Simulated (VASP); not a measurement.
Input:

```
ZrB2
1.0
    1.56702    -2.71417     0.00000
    1.56702     2.71417     0.00000
    0.00000     0.00000     3.49393
Zr B
1 2
Direct
  0.00000   0.00000   0.00000
  0.33333   0.66667   0.50000
  0.66667   0.33333   0.50000
```

Computed with LDA (Ceperley-Alder, Perdew-Zunger), VASP's LDA PAW potentials (set 64) (plane waves; VASP 6.6.1). Run with 520 eV cut-off, 13×13×10 Γ-centred mesh, tetrahedra with Blöchl corrections, potentials Zr_sv B.

Problem. Tabulate the total density of states (states/eV per cell) against energy (eV; zero at the valence-band maximum or, without a gap, the Fermi level).

Solution. 
```
E (eV) | DOS (states/eV)
    -9.98 | ########### 0.99
    -9.62 | ######## 0.70
    -9.26 | ###### 0.53
    -8.90 | ## 0.19
    -8.66 | # 0.13
    -8.30 | #### 0.37
    -7.94 | ######## 0.70
    -7.58 | ######## 0.69
    -7.22 | ####### 0.64
    -6.86 | ###### 0.55
    -6.50 | ###### 0.57
    -6.14 | ####### 0.61
    -5.90 | ######## 0.73
    -5.54 | ########## 0.85
    -5.18 | ########### 1.01
    -4.82 | ################ 1.44
    -4.46 | ########### 0.98
    -4.10 | ################# 1.49
    -3.74 | ##################### 1.83
    -3.38 | ############################## 2.67
    -3.14 | ################ 1.44
    -2.78 | ################# 1.47
    -2.42 | ################### 1.74
    -2.06 | ############ 1.07
    -1.70 | ######### 0.82
    -1.34 | ####### 0.61
    -0.98 | #### 0.36
    -0.62 | ## 0.14
    -0.38 | # 0.12
    -0.02 | ### 0.24
     0.34 | ##### 0.46
     0.70 | ######## 0.68
     1.06 | ########## 0.88
     1.42 | ############ 1.11
     1.78 | ############## 1.24
     2.14 | ############# 1.12
     2.38 | ############# 1.17
     2.74 | ################ 1.38
     3.10 | ############## 1.21
     3.46 | ################ 1.45
```
Within 2 eV below the Fermi level the largest weight inside VASP's projection spheres is Zr d, then B p.

The compound is ZrB2 in the AlB2 type structure. It was relaxed first.
